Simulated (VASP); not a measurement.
Computed with rev-vdW-DF2, VASP's PBE PAW potentials (set 64) (plane waves; VASP 6.6.1).

VASP ran on this input.

KPOINTS:
```
Automatic mesh
0
G
 5 5 5
0 0 0
```

POSCAR:
```
CsPbCl3
1
    5.6544128764     0.0000000000     0.0000000000
    0.0000000000     5.6544128764     0.0000000000
    0.0000000000     0.0000000000     5.6544128764
Cs Pb Cl
1 1 3
Direct
  0.0000000000   0.0000000000   0.0000000000
  0.5000000000   0.5000000000   0.5000000000
  0.5000000000   0.0000000000   0.5000000000
  0.0000000000   0.5000000000   0.5000000000
  0.5000000000   0.5000000000   0.0000000000
```

### INCAR
```
SYSTEM  =  CsPbCl3
PREC  =  Accurate; ENCUT  =  520; LREAL  =  F
LASPH  =  T
EDIFF  =  1E-7; NELM  =  100; ALGO  =  Normal
LMAXMIX  =  4
ISMEAR  =  -5
GGA  =  MK; LUSE_VDW  =  T; AGGAC  =  0.0
PARAM1  =  0.1234568; PARAM2  =  0.7114; ZAB_VDW  =  -1.8867
ISIF  =  2
LWAVE  =  F; LCHARG  =  T; LORBIT  =  11
NEDOS  =  601
LEFG  =  T
```

POTCAR, in this order: Cs_sv Pb_d Cl (PBE.64 set). Program: vasp_std.

Output

**OUTCAR**
```
 ion  position               nearest neighbor table
   1  0.000  0.000  0.000-
   2  0.500  0.500  0.500-   3 2.83   4 2.83   5 2.83   5 2.83   3 2.83   4 2.83
   3  0.500  0.000  0.500-   2 2.83   2 2.83
   4  0.000  0.500  0.500-   2 2.83   2 2.83
   5  0.500  0.500  0.000-   2 2.83   2 2.83
  LATTYP: Found a simple cubic cell.
 ALAT       =     5.6544128764
 Subroutine PRICEL returns:
 Original cell was already a primitive cell.
 Subroutine GETGRP returns: Found 48 space group operations
The static configuration has the point symmetry O_h .
The dynamic configuration has the point symmetry O_h .
 Subroutine INISYM returns: Found 48 space group operations
 Subroutine IBZKPT returns following result:
 Found     10 irreducible k-points:

 Following reciprocal coordinates:
            Coordinates               Weight
  0.000000  0.000000  0.000000      1.000000
  0.200000  0.000000  0.000000      6.000000
  0.400000  0.000000  0.000000      6.000000
  0.200000  0.200000  0.000000     12.000000
  0.400000  0.200000  0.000000     24.000000
  0.400000  0.400000  0.000000     12.000000
  0.200000  0.200000  0.200000      8.000000
  0.400000  0.200000  0.200000     24.000000
  0.400000  0.400000  0.200000     24.000000
  0.400000  0.400000  0.400000      8.000000
   k-points           NKPTS =     10   k-points in BZ     NKDIM =     10   number of bands    NBANDS=     26
   number of dos      NEDOS =    601   number of ions     NIONS =      5
   total plane-waves  NPLWV =  74088
   dimension x,y,z NGX =    42 NGY =   42 NGZ =   42
   dimension x,y,z NGXF=    84 NGYF=   84 NGZF=   84
   ions per type =               1   1   3
   PREC   = accura    normal or accurate (medium, high low for compatibility)
   ISTART =      0    job   : 0-new  1-cont  2-samecut
   ICHARG =      2    charge: 1-file 2-atom 10-const
   ISPIN  =      1    spin polarized calculation?
   LNONCOLLINEAR =      F non collinear calculations
   LSORBIT =      F    spin-orbit coupling
   INIWAV =      1    electr: 0-lowe 1-rand  2-diag
   ENCUT  =  520.0 eV  38.22 Ry    6.18 a.u.  10.51 10.51 10.51*2*pi/ulx,y,z
   NELM   =    100;   NELMIN=  2; NELMDL= -5     # of ELM steps
   EDIFF  = 0.1E-06   stopping-criterion for ELM
   LREAL  =      F    real-space projection
   NLSPLINE    = F    spline interpolate recip. space projectors
   LMAXMIX     =    4 max onsite mixed and CHGCAR
   VOSKOWN=      0    Vosko Wilk Nusair interpolation
   EDIFFG = 0.1E-05   stopping-criterion for IOM
   NSW    =      0    number of steps for IOM
   NBLOCK =      1;   KBLOCK =      1    inner block; outer block
   IBRION =     -1    ionic relax: 0-MD 1-quasi-New 2-CG
   NFREE  =      0    steps in history (QN), initial steepest desc. (CG)
   ISIF   =      2    stress and relaxation
   ISYM   =      2    0-nonsym 1-usesym 2-fastsym
   TEIN   =    0.0    initial temperature
   TEBEG  =    0.0;   TEEND  =   0.0 temperature during run
   SMASS  =  -3.00    Nose mass-parameter (am)
   PSTRESS=    0.0 pullay stress
   NELECT =      44.0000    total number of electrons
   EFERMI =   0.00;   METHOD = LEGACY
   ISMEAR =    -5;   SIGMA  =   0.20  broadening in eV -4-tet -1-fermi 0-gaus
   IALGO  =     38    algorithm
   LDIAG  =      T    sub-space diagonalisation (order eigenvalues)
   IMIX   =      4    mixing-type and parameters
     AMIX     =   0.40;   BMIX     =  1.00
     AMIX_MAG =   1.60;   BMIX_MAG =  1.00
     AMIN     =   0.10
   GGA     = MK    functional components
   VOSKOWN =     0    Vosko Wilk Nusair interpolation
   LHFCALC =     F    Hartree Fock is set to
   LHFONE  =     F    Hartree Fock one center treatment
   AEXX    =    0.0000 exact exchange contribution
   LUSE_VDW   =     T    switch on vdW DFT
...
```

### OSZICAR
```
       N       E                     dE             d eps       ncg     rms          rms(c)
DAV:   1     0.428270086923E+03    0.42827E+03   -0.19366E+04   520   0.154E+03
DAV:   2     0.401338044285E+02   -0.38814E+03   -0.38041E+03   658   0.350E+02
DAV:   3    -0.684760164699E+01   -0.46981E+02   -0.46824E+02   598   0.131E+02
DAV:   4    -0.859752650830E+01   -0.17499E+01   -0.17451E+01   720   0.330E+01
DAV:   5    -0.864778836448E+01   -0.50262E-01   -0.50206E-01   668   0.457E+00    0.489E+00
DAV:   6    -0.780769705533E+01    0.84009E+00   -0.18791E+00   720   0.153E+01    0.312E+00
DAV:   7    -0.776286636850E+01    0.44831E-01   -0.64979E-01   770   0.480E+00    0.172E+00
DAV:   8    -0.776818655269E+01   -0.53202E-02   -0.89359E-02   774   0.251E+00    0.311E-01
DAV:   9    -0.776460175235E+01    0.35848E-02   -0.26360E-02   766   0.127E+00    0.119E-01
DAV:  10    -0.776490656529E+01   -0.30481E-03   -0.24649E-03   688   0.334E-01    0.298E-02
DAV:  11    -0.776493889037E+01   -0.32325E-04   -0.13083E-04   662   0.878E-02    0.114E-02
DAV:  12    -0.776494128211E+01   -0.23917E-05   -0.24356E-05   708   0.598E-02    0.906E-03
DAV:  13    -0.776493976275E+01    0.15194E-05   -0.53192E-06   726   0.119E-02    0.240E-03
DAV:  14    -0.776493978675E+01   -0.24001E-07   -0.31921E-07   588   0.510E-03
   1 F= -.77649398E+01 E0= -.77649398E+01  d E =0.000000E+00
```

### OUTCAR
```
------------------------ aborting loop because EDIFF is reached ----------------------------------------
  FORCE on cell =-STRESS in cart. coord.  units (eV):
  Direction    XX          YY          ZZ          XY          YZ          ZX
  --------------------------------------------------------------------------------------
  Total       -0.1110970     -0.1110970     -0.1110970      0.0000000     -0.0000000      0.0000000
  in kB       -0.9845786     -0.9845786     -0.9845786      0.0000000     -0.0000000      0.0000000
  external PRESSURE =      -0.9845786 kB  Pullay stress =       0.0000000 kB
  volume of cell :      180.79
      direct lattice vectors                 reciprocal lattice vectors
     5.654412876  0.000000000  0.000000000     0.176853021  0.000000000  0.000000000
     0.000000000  5.654412876  0.000000000     0.000000000  0.176853021  0.000000000
     0.000000000  0.000000000  5.654412876     0.000000000  0.000000000  0.176853021
 POSITION                                       TOTAL-FORCE (eV/Angst)
 -----------------------------------------------------------------------------------
      0.00000      0.00000      0.00000         0.000000      0.000000      0.000000
      2.82721      2.82721      2.82721         0.000000      0.000000      0.000000
      2.82721      0.00000      2.82721         0.000000      0.000000      0.000000
      0.00000      2.82721      2.82721         0.000000      0.000000      0.000000
      2.82721      2.82721      0.00000         0.000000      0.000000      0.000000
 -----------------------------------------------------------------------------------
    total drift:                                0.000000     -0.000000     -0.000000
  FREE ENERGIE OF THE ION-ELECTRON SYSTEM (eV)
  ---------------------------------------------------
  free  energy   TOTEN  =        -7.7649397867 eV

  energy  without entropy=       -7.7649397867  energy(sigma->0) =       -7.76493979

 total charge

# of ion       s       p       d       tot
------------------------------------------
    1        1.823   4.683   0.011   6.517
    2        1.509   0.432   9.856  11.798
    3        1.607   3.512   0.000   5.119
    4        1.607   3.512   0.000   5.119
    5        1.607   3.512   0.000   5.119
--------------------------------------------------
tot          8.154  15.651   9.867  33.672

 Electric field gradients after diagonalization (V/A^2)
 (convention: |V_zz| > |V_xx| > |V_yy|)
----------------------------------------------------------------------
 ion       V_xx      V_yy      V_zz     asymmetry (V_yy - V_xx)/ V_zz
----------------------------------------------------------------------
   1      -0.000    -0.000     0.000       0.321
   2       0.000    -0.000    -0.000       1.127
   3     -40.943   -40.943    81.886       0.000
   4     -40.943   -40.943    81.886       0.000
   5     -40.943   -40.943    81.886       0.000
```
(Selected blocks of OUTCAR.)

The compound is CsPbCl3 in the cubic perovskite structure, the ideal cubic form; the compound distorts at low or room temperature. It was relaxed first.
